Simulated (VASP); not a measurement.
These are revPBE GGA, VASP's PBE PAW potentials (set 64) (plane waves; VASP) values and carry that method's errors.

Input for VASP

INCAR:
```
GGA = RE   # revPBE
LWAVE = .FALSE.
ALGO = Normal
ISIF = 2
ENCUT = 520
SIGMA = 0.1   # width (eV)
PREC = Accurate
EDIFF = 1E-7   # SCF stop (eV)
LASPH = .TRUE.   # aspherical one-centre terms
LREAL = .FALSE.   # projection in real space or not
NELM = 100   # most electronic steps
SYSTEM = TiC
LCHARG = .FALSE.
LMAXMIX = 4
ISMEAR = 1   # Methfessel-Paxton
```

KPOINTS:
```
Automatic mesh
0
gamma
  14 14 14
```

### POSCAR
```
TiC
4.4391160
  0.0000000000   0.4999999737   0.4999999737
  0.4999999737   0.0000000000   0.4999999737
  0.4999999737   0.4999999737   0.0000000000
Ti C
1 1
direct
  0.0000000000   0.0000000000   0.0000000000
  0.5000000000   0.5000000000   0.5000000000
```

POTCAR, in this order: Ti_sv C (PBE.64 set). Program: vasp_std.

The resulting files:

OSZICAR:
```
       N       E                     dE             d eps       ncg     rms          rms(c)
DAV:   1     0.118113904853E+03    0.11811E+03   -0.85027E+03  2496   0.157E+03
DAV:   2    -0.132267900825E+02   -0.13134E+03   -0.12545E+03  2572   0.379E+02
DAV:   3    -0.231677564687E+02   -0.99410E+01   -0.95701E+01  3332   0.986E+01
DAV:   4    -0.236283205057E+02   -0.46056E+00   -0.45984E+00  3320   0.199E+01
DAV:   5    -0.236417059573E+02   -0.13385E-01   -0.13384E-01  3312   0.313E+00    0.173E+01
DAV:   6    -0.187659773299E+02    0.48757E+01   -0.34470E+01  3020   0.690E+01    0.780E+00
DAV:   7    -0.179841806839E+02    0.78180E+00   -0.59547E+00  3228   0.298E+01    0.439E+00
DAV:   8    -0.179462535434E+02    0.37927E-01   -0.11901E-01  2712   0.418E+00    0.328E+00
DAV:   9    -0.179246395545E+02    0.21614E-01   -0.30058E-01  2968   0.714E+00    0.898E-01
DAV:  10    -0.179217306628E+02    0.29089E-02   -0.18508E-02  3476   0.170E+00    0.705E-01
DAV:  11    -0.179183313734E+02    0.33993E-02   -0.95167E-03  3048   0.148E+00    0.187E-01
DAV:  12    -0.179181818496E+02    0.14952E-03   -0.84671E-04  3484   0.348E-01    0.448E-02
DAV:  13    -0.179181701454E+02    0.11704E-04   -0.39893E-05  3100   0.754E-02    0.169E-02
DAV:  14    -0.179181676001E+02    0.25453E-05   -0.81815E-06  3704   0.370E-02    0.247E-03
DAV:  15    -0.179181677763E+02   -0.17617E-06   -0.13682E-07  2128   0.453E-03    0.143E-03
DAV:  16    -0.179181676631E+02    0.11316E-06   -0.78206E-08  1792   0.367E-03    0.264E-04
DAV:  17    -0.179181676690E+02   -0.59053E-08   -0.13234E-08  1348   0.136E-03
   1 F= -.17918168E+02 E0= -.17918180E+02  d E =0.367727E-04
```

File OUTCAR:
```
------------------------ aborting loop because EDIFF is reached ----------------------------------------
  FORCE on cell =-STRESS in cart. coord.  units (eV):
  Direction    XX          YY          ZZ          XY          YZ          ZX
  --------------------------------------------------------------------------------------
  Total       -1.7004910     -1.7004910     -1.7004910      0.0000000      0.0000000     -0.0000000
  in kB     -124.5820561   -124.5820561   -124.5820561      0.0000000      0.0000000     -0.0000000
  external PRESSURE =    -124.5820561 kB  Pullay stress =       0.0000000 kB
  volume of cell :       21.87
      direct lattice vectors                 reciprocal lattice vectors
     0.000000000  2.219557883  2.219557883    -0.225270088  0.225270088  0.225270088
     2.219557883  0.000000000  2.219557883     0.225270088 -0.225270088  0.225270088
     2.219557883  2.219557883  0.000000000     0.225270088  0.225270088 -0.225270088
 POSITION                                       TOTAL-FORCE (eV/Angst)
 -----------------------------------------------------------------------------------
      0.00000      0.00000      0.00000         0.000000      0.000000     -0.000000
      2.21956      2.21956      2.21956         0.000000      0.000000      0.000000
 -----------------------------------------------------------------------------------
    total drift:                                0.000000     -0.000000     -0.000000
  FREE ENERGIE OF THE ION-ELECTRON SYSTEM (eV)
  ---------------------------------------------------
  free  energy   TOTEN  =       -17.9181676690 eV

  energy  without entropy=      -17.9182044417  energy(sigma->0) =      -17.91817993
```
(Selected blocks of OUTCAR.)

### OUTCAR
```
 val. band max:        8.5945913554   @ k =   0.0714   0.0714   0.0000

 cond. band min:       8.6717823806   @ k =   0.3571   0.2857   0.0000


 Fermi energy:         8.6521305947

 k-point     1 :       0.0000    0.0000    0.0000
  band No.  band energies     occupation
      1     -48.2521      2.00000
      2     -24.2578      2.00000
      3     -24.2578      2.00000
      4     -24.2578      2.00000
      5      -3.4411      2.00000
      6       9.3324     -0.00000
      7       9.3324     -0.00000
      8       9.3324     -0.00000
      9      10.2088     -0.00000
     10      10.2440     -0.00000
     11      10.2440     -0.00000
     12      10.2440     -0.00000

 k-point     2 :       0.0714    0.0000    0.0000
  band No.  band energies     occupation
      1     -48.2496      2.00000
      2     -24.2768      2.00000
      3     -24.2596      2.00000
      4     -24.2596      2.00000
      5      -3.3361      2.00000
      6       8.8145     -0.04399
      7       9.0390     -0.00000
      8       9.0390     -0.00000
      9       9.6047     -0.00000
     10       9.6047     -0.00000
     11      10.4933     -0.00000
     12      11.2914      0.00000

 k-point     3 :       0.1429    0.0000    0.0000
  band No.  band energies     occupation
      1     -48.2425      2.00000
      2     -24.3297      2.00000
      3     -24.2649      2.00000
      4     -24.2649      2.00000
      5      -3.0294      2.00000
      6       7.8120      2.00000
      7       8.1969      2.00000
      8       8.1969      2.00000
      9       9.7604     -0.00000
     10       9.7604     -0.00000
     11      10.8051      0.00000
     12      12.4091      0.00000

 k-point     4 :       0.2143    0.0000    0.0000
  band No.  band energies     occupation
      1     -48.2322      2.00000
      2     -24.4053      2.00000
      3     -24.2724      2.00000
      4     -24.2724      2.00000
      5      -2.5448      2.00000
      6       6.6534      2.00000
...
```

The compound is TiC in the rock salt structure. This cell is one point of a volume scan, at 1.06 of the reference volume.
